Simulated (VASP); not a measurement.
LiSiP:

```
CELL_PARAMETERS angstrom
2.02883 -2.15990 0.00000
2.02883 2.15990 0.00000
0.00000 0.00000 5.44505
ATOMIC_POSITIONS crystal
Li 0.50000 0.50000 0.50000
Si 0.50000 0.50000 0.00000
P 0.00000 0.00000 0.00000
```

The cell was built by a generator and needn't be a form met in nature.

- Program: VASP 6.6.1
- Task: relaxation of cell and atoms
- Functional: PBE
- Potentials or basis: VASP PAW PBE potentials, release 64 (Li_sv, Si, P)
- Cutoff: 600 eV
- k mesh: 9 × 9 × 5
- Occupations: gaussian, width 0.05 eV
- Spin: no spin polarisation

At the start: pressure 32.9 GPa; volume 15.91 Å³/atom.

Question: Where does the relaxation end?

Answer: Over 17 steps the energy falls by 601.6 meV/atom and the volume is 19.19 Å³/atom (+20.6 %); space group Cmmm (No. 65, to 0.05 Å).

Step by step:
```
step  energy change (eV)  largest force (eV/Å)  pressure (GPa)  volume (Å³)
   1              0.0000                0.0000           32.91        47.72
   2             -1.3603                0.0000           -7.49        72.56
   3             -1.7120                0.0000           -1.15        61.11
   4             -1.7142                0.0000           -2.09        62.08
   5             -1.7145                0.0000           -1.80        61.77
   6             -1.7675                0.0000           -1.24        60.05
   7             -1.8040                0.0000           -0.13        57.83
   8             -1.8046                0.0000            0.08        57.44
   9             -1.8046                0.0000            0.04        57.53
  10             -1.8046                0.0000           -0.01        57.57
  11             -1.8047                0.0000           -0.05        57.61
  12             -1.8047                0.0000           -0.06        57.60
  13             -1.8047                0.0000           -0.06        57.60
  14             -1.8047                0.0000           -0.06        57.60
  15             -1.8047                0.0000           -0.06        57.60
  16             -1.8047                0.0000           -0.06        57.60
  17             -1.8047                0.0000           -0.02        57.57
```

Final structure:
```
Li Si P
1.0
     2.40900   -2.38780    0.00000
     2.40900    2.38780    0.00000
     0.00000    0.00000    5.00378
Li Si P
1 1 1
Direct
  0.50000 0.50000 0.50000
  0.50000 0.50000 0.00000
  0.00000 0.00000 0.00000
```

Caveat: the cutoff is under 1.25 times the usual one of these potentials, so pressure, stress and relaxed cells hold a basis-set (Pulay) error; the volume moved by over 15 % at a fixed basis, so the end points are rough.
